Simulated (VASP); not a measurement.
An input for Quantum ESPRESSO's pw.x (written as the equivalent of a VASP run, and not itself run):

```
&CONTROL
  calculation = 'relax'
  pseudo_dir = './pseudo'
  outdir = './out'
  tprnfor = .true.
  tstress = .true.
  nstep = 30
  forc_conv_thr = 3.9e-05
/
&SYSTEM
  ibrav = 0
  nat = 1
  ntyp = 1
  ecutwfc = 82
  occupations = 'smearing'
  smearing = 'methfessel-paxton'
  degauss = 0.00735
  input_dft = 'pz'
/
&ELECTRONS
  conv_thr = 7.3e-10
  electron_maxstep = 100
/
&IONS
/
ATOMIC_SPECIES
  Pd 106.420 Pd.upf
CELL_PARAMETERS angstrom
    -1.5261387    1.5261387    1.5261387
     1.5261387   -1.5261387    1.5261387
     1.5261387    1.5261387   -1.5261387
ATOMIC_POSITIONS crystal
  Pd   0.0000000  0.0000000  0.0000000
K_POINTS automatic
  15 15 15 0 0 0
```

Question: Translate this input to VASP (INCAR, KPOINTS, POSCAR, choice of POTCAR).

Answer: One answer among several that fit: 
### INCAR
```
# general
SYSTEM =Pd
PREC   =Accurate
ENCUT  =400
LREAL  =F
LASPH  =T

# electronic loop
EDIFF  =1E-8
NELM   =100
ALGO   =Normal
LMAXMIX=4

# smearing
ISMEAR =1
SIGMA  =0.1

# ions
IBRION =1
NSW    =30
ISIF   =2
EDIFFG =-0.001

# output
LWAVE  =F
LCHARG =F
```

File POSCAR:
```
Pd
1
   -1.5261386986     1.5261386986     1.5261386986
    1.5261386986    -1.5261386986     1.5261386986
    1.5261386986     1.5261386986    -1.5261386986
Pd
1
Direct
  0.0000000000   0.0000000000   0.0000000000
```

File KPOINTS:
```
Automatic
0
Gamma
15 15 15
0 0 0
```

POTCAR, in this order: Pd (LDA.64 set). Program: vasp_std.

Limits of the translation: the potentials are each code's own (VASP's PAW set, PseudoDojo norm-conserving files in pw.x), so ENCUT and ecutwfc are chosen apart and not converted; conv_thr bounds pw.x's estimated SCF error, while EDIFF bounds the energy change between steps; forc_conv_thr acts on force components and is met together with etot_conv_thr.

The structure comes from a computed database's Pd entry (Im-3m); how it stands against other phases isn't given here. It was relaxed first, which changed the volume by -9 %. The start is the result of an earlier pass.
